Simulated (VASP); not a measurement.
VASP input:

**KPOINTS**
```
Automatic mesh
0
Gamma
8 8 8
0 0 0
```

**INCAR**
```
ALGO = Normal
AMIX = 0.2
BMIX = 0.0001
EDIFF = 1E-6
ENCUT = 520
GGA = PE
IMIX = 1
ISIF = 2
ISMEAR = 0
LASPH = .TRUE.
LCHARG = .FALSE.
LMAXMIX = 4
LREAL = .FALSE.
LWAVE = .FALSE.
NELM = 100
PREC = Accurate
SIGMA = 0.05
SYSTEM = YN
```

### POSCAR
```
YN
1.0
  0.0000000000   2.4888000000   2.4888000000
  2.4888000000   0.0000000000   2.4888000000
  2.4888000000   2.4888000000   0.0000000000
Y N
1 1
Direct
  0.0000000000   0.0000000000   0.0000000000
  0.5000000000   0.5000000000   0.5000000000
```

POTCAR, in this order: Y_sv N (PBE.64 set). Program: vasp_std.

### Question
Translate this PBE calculation to Quantum ESPRESSO's pw.x.

### Answer
One equivalent input (not run):
```
&CONTROL
  calculation = 'scf'
  pseudo_dir = './pseudo'
  outdir = './out'
  tprnfor = .true.
  tstress = .true.
/
&SYSTEM
  ibrav = 0
  nat = 2
  ntyp = 2
  ecutwfc = 84
  occupations = 'smearing'
  smearing = 'gaussian'
  degauss = 0.003675
  input_dft = 'pbe'
/
&ELECTRONS
  conv_thr = 7.3e-08
  electron_maxstep = 100
/
ATOMIC_SPECIES
  Y 88.906 Y.upf
  N 14.007 N.upf
CELL_PARAMETERS angstrom
     0.0000000    2.4888000    2.4888000
     2.4888000    0.0000000    2.4888000
     2.4888000    2.4888000    0.0000000
ATOMIC_POSITIONS crystal
  Y    0.0000000  0.0000000  0.0000000
  N    0.5000000  0.5000000  0.5000000
K_POINTS automatic
  8 8 8 0 0 0
```
Limits of the translation: the potentials are each code's own (VASP's PAW set, PseudoDojo norm-conserving files in pw.x), so ENCUT and ecutwfc are chosen apart and not converted; conv_thr bounds pw.x's estimated SCF error, while EDIFF bounds the energy change between steps.

The compound is YN in the rock salt structure. The cell was not relaxed at this level. The run is one of a series of settings (AMIX = 0.2, BMIX = 0.0001, IMIX = 1 against the base run), some of them coarse on purpose.
